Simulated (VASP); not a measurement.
# LiCaO3 (P6_3/mmc) in VASP: single point with PBE

Aim: the single point of LiCaO3 with PBE.

All numbers are computed with VASP 6.6.1; they aren't measurements. Logs are shortened: lines on timing, memory, paths and dates and some standing lists are left out, and cuts for length are marked.

## (1) The crystal as given

It takes space group P6_3/mmc (No. 194, hexagonal). Conventional cell: a = 5.109 Å, b = 5.109 Å, c = 4.636 Å, α = 90.00°, β = 90.00°, γ = 120.00°. Around Li (site symmetry -3m) lie 6 O at 2.02 Å and 2 Li at 2.32 Å. Ca (site symmetry -6m2) is surrounded by 12 O at 2.56 to 2.66 Å. O (site symmetry mm2) has 2 Li at 2.02 Å and 2 O at 2.25 Å as nearest neighbours.

The cell was built by a generator and needn't be a form met in nature.

## (2) Single point, PBE, collinear spin, typed start

The input, INCAR:

```
  PREC = Accurate
  ENCUT = 520
  EDIFF = 1E-7
  ISMEAR = 0
  SIGMA = 0.1
  LREAL = F
  LASPH = T
  NELM = 150
  ALGO = Normal
  ISIF = 2
  LWAVE = F
  LCHARG = F
  ISPIN = 2
  MAGMOM = 0 0 0 0 1 1 1 1 1 1
  LORBIT = 11
  GGA = PE
  NBANDS = 46
```

The input, KPOINTS:

```
Automatic mesh
0
Gamma
  3 3 4
```

The input, POSCAR:

```
LiCaO3
1.0
    5.1088511087      0.0000000000      0.0000000000
   -2.5544255543      4.4243948443      0.0000000000
    0.0000000000      0.0000000000      4.6362010380
Li Ca O
2 2 6
Direct
    0.0000000000      0.0000000000      0.0000000000
    0.0000000000      0.0000000000      0.5000000000
    0.3333333333      0.6666666667      0.7500000000
    0.6666666667      0.3333333333      0.2500000000
    0.8132891583      0.6265783166      0.7500000000
    0.3734216834      0.1867108417      0.7500000000
    0.8132891583      0.1867108417      0.7500000000
    0.1867108417      0.3734216834      0.2500000000
    0.6265783166      0.8132891583      0.2500000000
    0.1867108417      0.8132891583      0.2500000000
```

Potentials or basis: VASP PAW PBE potentials, release 64 (Li_sv, Ca_sv, O).

Command:

```console
> cat potpaw_PBE.64/Li_sv/POTCAR potpaw_PBE.64/Ca_sv/POTCAR potpaw_PBE.64/O/POTCAR > POTCAR
> mpirun -np 1 vasp_std > vasp.out
```

OUTCAR:

```text
PREC = Accurate
   ENCUT = 520
   EDIFF = 1E-7
   ISMEAR = 0
   LREAL = F
   LASPH = T
   NELM = 150
   ISIF = 2
   ISPIN = 2
   LORBIT = 11
   GGA = PE

 ion  position               nearest neighbor table
   1  0.000  0.000  0.000-   7 2.02  10 2.02   8 2.02   5 2.02   9 2.02   6 2.02   2 2.32   2 2.32

   2  0.000  0.000  0.500-   7 2.02  10 2.02   8 2.02   5 2.02   9 2.02   6 2.02   1 2.32   1 2.32

   3  0.333  0.667  0.750-   6 2.56   5 2.56   7 2.56   7 2.56   6 2.56   5 2.56
   4  0.667  0.333  0.250-   9 2.56   8 2.56  10 2.56  10 2.56   9 2.56   8 2.56
   5  0.813  0.627  0.750-   1 2.02   2 2.02   3 2.56   3 2.56
   6  0.373  0.187  0.750-   1 2.02   2 2.02   3 2.56   3 2.56
   7  0.813  0.187  0.750-   1 2.02   2 2.02   3 2.56   3 2.56
   8  0.187  0.373  0.250-   1 2.02   2 2.02   4 2.56   4 2.56
   9  0.627  0.813  0.250-   1 2.02   2 2.02   4 2.56   4 2.56
  10  0.187  0.813  0.250-   1 2.02   2 2.02   4 2.56   4 2.56

  LATTYP: Found a hexagonal cell.
 ALAT       =     5.1088511087
 C/A-ratio  =     0.9074840780

  Lattice vectors:

 A1 = (   5.1088511087,   0.0000000000,   0.0000000000)
 A2 = (  -2.5544255543,   4.4243948443,   0.0000000000)
 A3 = (   0.0000000000,   0.0000000000,   4.6362010380)

Analysis of symmetry for initial positions (statically):
=====================================================================
 Subroutine PRICEL returns:
 Original cell was already a primitive cell.

 Routine SETGRP: Setting up the symmetry group for a
 hexagonal supercell.

 Subroutine GETGRP returns: Found 24 space group operations
 (whereof 12 operations were pure point group operations)
 out of a pool of 24 trial point group operations.

The static configuration has the point symmetry D_3d.
 The point group associated with its full space group is D_6h.

Analysis of symmetry for dynamics (positions and initial velocities):
=====================================================================
 Subroutine PRICEL returns:
 Original cell was already a primitive cell.

 Routine SETGRP: Setting up the symmetry group for a
 hexagonal supercell.

 Subroutine GETGRP returns: Found 24 space group operations
 (whereof 12 operations were pure point group operations)
 out of a pool of 24 trial point group operations.

The dynamic configuration has the point symmetry D_3d.
 The point group associated with its full space group is D_6h.

Analysis of structural, dynamic, and magnetic symmetry:
=====================================================================
 Subroutine PRICEL returns:
 Original cell was already a primitive cell.

 Routine SETGRP: Setting up the symmetry group for a
 hexagonal supercell.

 Subroutine GETGRP returns: Found 24 space group operations
 (whereof 12 operations were pure point group operations)
 out of a pool of 24 trial point group operations.

The overall configuration has the point symmetry D_3d.
 The point group associated with its full space group is D_6h.

 Subroutine INISYM returns: Found 24 space group operations
 (whereof 12 operations are pure point group operations),
 and found     1 'primitive' translations

----------------------------------------------------------------------------------------

                                     Primitive cell

  volume of cell :     104.7947

  direct lattice vectors                    reciprocal lattice vectors
     5.108851109  0.000000000  0.000000000     0.195738725  0.113009805  0.000000000
    -2.554425554  4.424394844  0.000000000     0.000000000  0.226019611  0.000000000
     0.000000000  0.000000000  4.636201038     0.000000000  0.000000000  0.215693839

  length of vectors
     5.108851109  5.108851109  4.636201038     0.226019611  0.226019611  0.215693839

  position of ions in fractional coordinates (direct lattice)
     0.000000000  0.000000000  0.000000000
     0.000000000  0.000000000  0.500000000
     0.333333333  0.666666667  0.750000000
     0.666666667  0.333333333  0.250000000
[... 64 lines left out ...]
   NGXF,Y,Z  is equivalent  to a cutoff of  26.03, 26.03, 25.82 a.u.
 SYSTEM =  unknown system
   PREC   = accura    normal or accurate (medium, high low for compatibility)
   ISTART =      0    job   : 0-new  1-cont  2-samecut
   ICHARG =      2    charge: 1-file 2-atom 10-const
   ISPIN  =      2    spin polarized calculation?
   LNONCOLLINEAR =      F non collinear calculations
   LSORBIT =      F    spin-orbit coupling
   LASPH  =      T    aspherical Exc in radial PAW
   ENCUT  =  520.0 eV  38.22 Ry    6.18 a.u.   9.50  9.50  8.62*2*pi/ulx,y,z
   NELM   =    150;   NELMIN=  2; NELMDL= -5     # of ELM steps
   EDIFF  = 0.1E-06   stopping-criterion for ELM
   LREAL  =      F    real-space projection
   EDIFFG = 0.1E-05   stopping-criterion for IOM
   NSW    =      0    number of steps for IOM
   IBRION =     -1    ionic relax: 0-MD 1-quasi-New 2-CG
   NFREE  =      0    steps in history (QN), initial steepest desc. (CG)
   ISIF   =      2    stress and relaxation
   ISYM   =      2    0-nonsym 1-usesym 2-fastsym
   POTIM  = 0.5000    time-step for ionic-motion
   TEBEG  =    0.0;   TEEND  =   0.0 temperature during run
   PSTRESS=    0.0 pullay stress
   NELECT =      62.0000    total number of electrons
   NUPDOWN=      -1.0000    fix difference up-down
   EMIN   =  10.00;   EMAX   =-10.00  energy-range for DOS
   EFERMI =   0.00;   METHOD = LEGACY
   ISMEAR =     0;   SIGMA  =   0.10  broadening in eV -4-tet -1-fermi 0-gaus
   EFERMI_NEDOS =   21; number of points for ismear=-14 and -15
   IALGO  =     38    algorithm
   IMIX   =      4    mixing-type and parameters
     AMIX     =   0.40;   BMIX     =  1.00
     AMIX_MAG =   1.60;   BMIX_MAG =  1.00
  volume/ion in A,a.u.               =      10.48        70.72
  Fermi-wavevector in a.u.,A,eV,Ry     =   1.374334  2.597115 25.698599  1.888794
  Thomas-Fermi vector in A             =   2.499770
   LORBIT       =     11    0 simple, 1 ext, 2 COOP (PROOUT), +10 PAW based schemes
   GGA     = PE    functional components
   LHFCALC =     F    Hartree Fock is set to
   AEXX    =    0.0000 exact exchange contribution
   IVDW    =     0    specifies the selected vdW correction
   LEPSILON=     F    determine dielectric tensor
   LRPA    =     F    only Hartree local field effects (RPA)
 spin polarized calculation
 Gauss-broadening in eV      SIGMA  =   0.10
  energy-cutoff  :      520.00
  volume of cell :      104.79
 maximum number of plane-waves:      2862
 NGX is ok and might be reduce to    40
   NGX = 19   NGY = 19   NGZ = 17

 number of electron      62.0000017 magnetization       6.0000007

 Free energy of the ion-electron system (eV)
  ---------------------------------------------------
  ext. energy  EPLUGINS =         0.00000000
  ---------------------------------------------------
  free energy    TOTEN  =       -49.99649011 eV

  energy without entropy =      -49.98440043  energy(sigma->0) =      -49.99044527

 E-fermi :   2.2082     XC(G=0): -10.6706

 val. band max:        2.1285102452   @ k =   0.3333   0.3333   0.0000
 cond. band min:       2.3032526731   @ k =   0.3333   0.3333   0.0000
 fundamental gap:      0.1747424280
 Fermi energy:         2.2081564961

 spin component 1

 k-point     1 :       0.0000    0.0000    0.0000
  band No.  band energies     occupation
      1     -41.0901      1.00000
      2     -40.9767      1.00000
      3     -36.0716      1.00000
      4     -36.0406      1.00000
      5     -17.2095      1.00000
      6     -17.2095      1.00000
[... 403 lines left out ...]
     42      10.2582      0.00000
     43      10.3566      0.00000
 Fermi energy:         2.2081564961

 spin component 2

 k-point     1 :       0.0000    0.0000    0.0000
  band No.  band energies     occupation
      1     -41.0696      1.00000
      2     -40.9600      1.00000
      3     -36.0856      1.00000
      4     -36.0552      1.00000
      5     -17.2024      1.00000
      6     -17.2024      1.00000
[... 403 lines left out ...]
     42      10.3964      0.00000
     43      10.5529      0.00000
 [bands above 43 left out]

------------------------ aborting loop because EDIFF is reached ----------------------------------------

  FORCE on cell =-STRESS in cart. coord.  units (eV):
  Direction    XX          YY          ZZ          XY          YZ          ZX
  --------------------------------------------------------------------------------------
  -------------------------------------------------------------------------------------
  Total        0.0387649      0.0387649      0.0557593      0.0000000     -0.0000000      0.0000000
  in kB        0.5926654      0.5926654      0.8524880      0.0000000     -0.0000000      0.0000000
  external PRESSURE =       0.6792729 kB  Pullay stress =       0.0000000 kB

 VOLUME and BASIS-vectors are now :
 -----------------------------------------------------------------------------
  energy-cutoff  :      520.00
  volume of cell :      104.79
      direct lattice vectors                 reciprocal lattice vectors
     5.108851109  0.000000000  0.000000000     0.195738725  0.113009805  0.000000000
    -2.554425554  4.424394844  0.000000000     0.000000000  0.226019611  0.000000000
     0.000000000  0.000000000  4.636201038     0.000000000  0.000000000  0.215693839

 POSITION                                       TOTAL-FORCE (eV/Angst)
 -----------------------------------------------------------------------------------
      0.00000      0.00000      0.00000        -0.000000      0.000000     -0.000000
      0.00000      0.00000      2.31810        -0.000000      0.000000     -0.000000
     -0.00000      2.94960      3.47715         0.000000     -0.000000      0.000000
      2.55443      1.47480      1.15905         0.000000      0.000000     -0.000000
      2.55443      2.77223      3.47715        -0.000000     -0.007503     -0.000000
      1.43082      0.82608      3.47715         0.006498      0.003751      0.000000
      3.67803      0.82608      3.47715        -0.006498      0.003751     -0.000000
      0.00000      1.65216      1.15905         0.000000      0.007503      0.000000
      1.12361      3.59831      1.15905        -0.006498     -0.003751     -0.000000
     -1.12361      3.59831      1.15905         0.006498     -0.003751     -0.000000
 -----------------------------------------------------------------------------------
    total drift:                                0.000000     -0.000000      0.000000

  FREE ENERGIE OF THE ION-ELECTRON SYSTEM (eV)
  ---------------------------------------------------
  free  energy   TOTEN  =       -49.9964901139 eV

  energy  without entropy=      -49.9844004273  energy(sigma->0) =      -49.99044527

 total charge

# of ion       s       p       d       tot
------------------------------------------
    1        2.030   0.072   0.000   2.102
    2        2.030   0.072   0.000   2.102
    3        2.018   5.858   0.213   8.089
    4        2.018   5.858   0.213   8.089
    5        1.591   3.239   0.000   4.830
    6        1.591   3.239   0.000   4.830
    7        1.591   3.239   0.000   4.830
    8        1.591   3.239   0.000   4.830
    9        1.591   3.239   0.000   4.830
   10        1.591   3.239   0.000   4.830
--------------------------------------------------
tot         17.640  31.297   0.425  49.362

 magnetization (x)

# of ion       s       p       d       tot
------------------------------------------
    1        0.002   0.007   0.000   0.009
    2        0.002   0.007   0.000   0.009
    3       -0.003  -0.002  -0.010  -0.015
    4       -0.003  -0.002  -0.010  -0.015
    5        0.018   0.828   0.000   0.846
    6        0.018   0.828   0.000   0.846
    7        0.018   0.828   0.000   0.846
    8        0.018   0.828   0.000   0.846
    9        0.018   0.828   0.000   0.846
   10        0.018   0.828   0.000   0.846
--------------------------------------------------
tot          0.107   4.977  -0.020   5.065
```

Wall time 97 s (1 thread of Intel Xeon Platinum 8488C (Sapphire Rapids), shared host); peak memory 0.3 GiB.

What came out:

* Free energy: -49.9965 eV
* Largest force: 0.008 eV/Å
* Band gap on the k mesh: none (metal or under the smearing width)
* Net moment: 6.00 μB per cell
* Site moments: Li +0.01; Ca -0.01; O +0.85 μB
* Valence electrons inside the program's atomic spheres: Li 2.10; Ca 8.09; O 4.83

Forces on the atoms (eV/Å):
```
Li   0.000  0.000  0.000
Li   0.000  0.000  0.000
Ca   0.000  0.000  0.000
Ca   0.000  0.000  0.000
O    0.000 -0.008  0.000
O    0.006  0.004  0.000
O   -0.006  0.004  0.000
O    0.000  0.008  0.000
O   -0.006 -0.004  0.000
O    0.006 -0.004  0.000
```

Caveat: the k mesh is coarse (spacing up to 0.47 Å⁻¹), so the values aren't converged; the cutoff is under 1.25 times the usual one of these potentials, so pressure, stress and relaxed cells hold a basis-set (Pulay) error.
